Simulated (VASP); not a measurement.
An input for Quantum ESPRESSO's pw.x (written as the equivalent of a VASP run, and not itself run):

```
&CONTROL
  calculation = 'vc-relax'
  pseudo_dir = './pseudo'
  outdir = './out'
  tprnfor = .true.
  tstress = .true.
  nstep = 60
  forc_conv_thr = 0.00039
/
&SYSTEM
  ibrav = 0
  nat = 2
  ntyp = 1
  ecutwfc = 72
  occupations = 'smearing'
  smearing = 'methfessel-paxton'
  degauss = 0.00735
  input_dft = 'vdw-df2'
/
&ELECTRONS
  conv_thr = 7.3e-08
  electron_maxstep = 100
/
&IONS
/
&CELL
/
ATOMIC_SPECIES
  Sn 118.710 Sn.upf
CELL_PARAMETERS angstrom
    -2.9150000    2.9150000    1.5900000
     2.9150000   -2.9150000    1.5900000
     2.9150000    2.9150000   -1.5900000
ATOMIC_POSITIONS crystal
  Sn   0.2500000  0.7500000  0.5000000
  Sn   0.0000000  0.0000000  0.0000000
K_POINTS automatic
  12 12 12 0 0 0
```

Translate this input to VASP (INCAR, KPOINTS, POSCAR, choice of POTCAR).

This is not unique; one that fits is 
File KPOINTS:
```
Automatic mesh
0
Gamma
12 12 12
0 0 0
```

### INCAR
```
AGGAC = 0.0
ALGO = Normal
EDIFF = 1E-6
EDIFFG = -0.01
ENCUT = 520
GGA = ML
IBRION = 2
ISIF = 3
ISMEAR = 1
LASPH = T
LCHARG = F
LMAXMIX = 4
LREAL = F
LUSE_VDW = T
LWAVE = F
NELM = 100
NSW = 60
PREC = Accurate
SIGMA = 0.1
SYSTEM = Sn
ZAB_VDW = -1.8867
```

File POSCAR:
```
Sn
1
   -2.9150000000     2.9150000000     1.5900000000
    2.9150000000    -2.9150000000     1.5900000000
    2.9150000000     2.9150000000    -1.5900000000
Sn
2
Direct
  0.2500000000   0.7500000000   0.5000000000
  0.0000000000   0.0000000000   0.0000000000
```

POTCAR, in this order: Sn_d (PBE.64 set). Program: vasp_std.

Limits of the translation: the potentials are each code's own (VASP's PAW set, PseudoDojo norm-conserving files in pw.x), so ENCUT and ecutwfc are chosen apart and not converted; conv_thr bounds pw.x's estimated SCF error, while EDIFF bounds the energy change between steps; forc_conv_thr acts on force components and is met together with etot_conv_thr.

The compound is Sn in the beta structure. This run relaxes it. Symmetry was kept, so distortions that lower it aren't found.
